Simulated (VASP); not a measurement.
Input:

```
CELL_PARAMETERS angstrom
      2.85177     0.00000     0.00000
      0.00000     2.85177     0.00000
      0.00000     0.00000     2.85177
ATOMIC_POSITIONS crystal
  Zn 0.50000 0.50000 0.50000
  Cu 0.00000 0.00000 0.00000
```

The numbers are results of r2SCAN+rVV10, VASP's PBE PAW potentials (set 64) (plane waves; VASP), not measurements. Settings: 520 eV cut-off, 12×12×12 Γ-centred mesh, first-order Methfessel-Paxton smearing of 0.10 eV, potentials Zn Cu.

Problem. Give the stress tensor in GPa (positive for a compressed cell).

Solution. 
```
10.44   0.00   0.00
 0.00  10.44   0.00
 0.00   0.00  10.44
```
The pressure is its mean diagonal, 10.44 GPa.

The compound is CuZn in the CsCl type structure. This cell is one point of a volume scan, at 0.94 of the reference volume. The electron count is odd and the run is not spin-polarised, which forces a metal.
